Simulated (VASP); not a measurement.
OSZICAR of a VASP run on Pt3Ti (L1_2):

### OSZICAR
```
       N       E                     dE             d eps       ncg     rms          rms(c)
DAV:   1     0.335887565528E+03    0.33589E+03   -0.18185E+04  1000   0.150E+03
DAV:   2    -0.820113272855E+01   -0.34409E+03   -0.33733E+03  1096   0.406E+02
DAV:   3    -0.370370773673E+02   -0.28836E+02   -0.27861E+02  1449   0.103E+02
DAV:   4    -0.378815288918E+02   -0.84445E+00   -0.84099E+00  1198   0.185E+01
DAV:   5    -0.379069980417E+02   -0.25469E-01   -0.25444E-01  1393   0.313E+00    0.239E+01
DAV:   6    -0.358151509401E+02    0.20918E+01   -0.19652E+01  1411   0.329E+01    0.134E+01
DAV:   7    -0.356409676907E+02    0.17418E+00   -0.27566E+01  1417   0.326E+01    0.109E+01
DAV:   8    -0.347713625443E+02    0.86961E+00   -0.17325E+00  1408   0.103E+01    0.473E+00
DAV:   9    -0.346827262090E+02    0.88636E-01   -0.21327E+00  1476   0.795E+00    0.246E+00
DAV:  10    -0.346163987680E+02    0.66327E-01   -0.41671E-01  1399   0.444E+00    0.318E-01
DAV:  11    -0.346187502406E+02   -0.23515E-02   -0.69662E-03  1355   0.663E-01    0.511E-01
DAV:  12    -0.346166150955E+02    0.21351E-02   -0.12526E-02  1443   0.674E-01    0.108E-01
DAV:  13    -0.346165956134E+02    0.19482E-04   -0.19810E-04  1122   0.103E-01    0.609E-02
DAV:  14    -0.346166096123E+02   -0.13999E-04   -0.73371E-05  1405   0.682E-02    0.647E-02
DAV:  15    -0.346165770209E+02    0.32591E-04   -0.10742E-04  1507   0.681E-02    0.115E-02
DAV:  16    -0.346165761222E+02    0.89871E-06   -0.47895E-06  1266   0.142E-02
   1 F= -.34616576E+02 E0= -.34616176E+02  d E =-.346166E+02
       N       E                     dE             d eps       ncg     rms          rms(c)
DAV:   1    -0.346288532279E+02   -0.12276E-01   -0.32535E-01  1056   0.531E+00    0.847E-01
DAV:   2    -0.346183828966E+02    0.10470E-01   -0.54039E-02  1229   0.164E+00    0.612E-01
DAV:   3    -0.346186175259E+02   -0.23463E-03   -0.47509E-02  1512   0.142E+00    0.468E-01
DAV:   4    -0.346155485366E+02    0.30690E-02   -0.16798E-02  1383   0.732E-01    0.122E-01
DAV:   5    -0.346156620810E+02   -0.11354E-03   -0.46808E-04  1340   0.130E-01    0.559E-02
DAV:   6    -0.346157410798E+02   -0.78999E-04   -0.24611E-04  1518   0.647E-02    0.230E-02
DAV:   7    -0.346157440858E+02   -0.30059E-05   -0.10459E-05  1102   0.181E-02    0.104E-02
DAV:   8    -0.346157440984E+02   -0.12662E-07   -0.12333E-06   769   0.838E-03
   2 F= -.34615744E+02 E0= -.34615325E+02  d E =0.832024E-03
       N       E                     dE             d eps       ncg     rms          rms(c)
DAV:   1    -0.346241699080E+02   -0.84258E-02   -0.18623E-01  1064   0.402E+00    0.634E-01
DAV:   2    -0.346181218538E+02    0.60481E-02   -0.30683E-02  1197   0.124E+00    0.469E-01
DAV:   3    -0.346183641677E+02   -0.24231E-03   -0.27675E-02  1528   0.109E+00    0.349E-01
DAV:   4    -0.346165563736E+02    0.18078E-02   -0.91151E-03  1375   0.541E-01    0.894E-02
DAV:   5    -0.346166303296E+02   -0.73956E-04   -0.22854E-04  1263   0.912E-02    0.401E-02
DAV:   6    -0.346166738947E+02   -0.43565E-04   -0.13653E-04  1500   0.416E-02    0.186E-02
DAV:   7    -0.346166745530E+02   -0.65823E-06   -0.62182E-06   990   0.150E-02
   3 F= -.34616675E+02 E0= -.34616270E+02  d E =-.984307E-04
```

**Question.** Which electronic solver shows in the log?

**Answer.** It is blocked Davidson (ALGO = Normal, or the opening steps of other solvers). The INCAR had ALGO = Normal.

**Question.** Can the final energy be trusted as converged?

**Answer.** The run converged. It stopped with EDIFF = 1E-6, NELM = 100, NSW = 60 and EDIFFG = -0.02 after 3 ionic steps (LDA (Ceperley-Alder, Perdew-Zunger), plane waves, VASP's LDA PAW potentials (set 64)).

The compound is Pt3Ti in the L1_2 structure. This run relaxes it. Symmetry was kept, so distortions that lower it aren't found. The start is the result of an earlier pass.
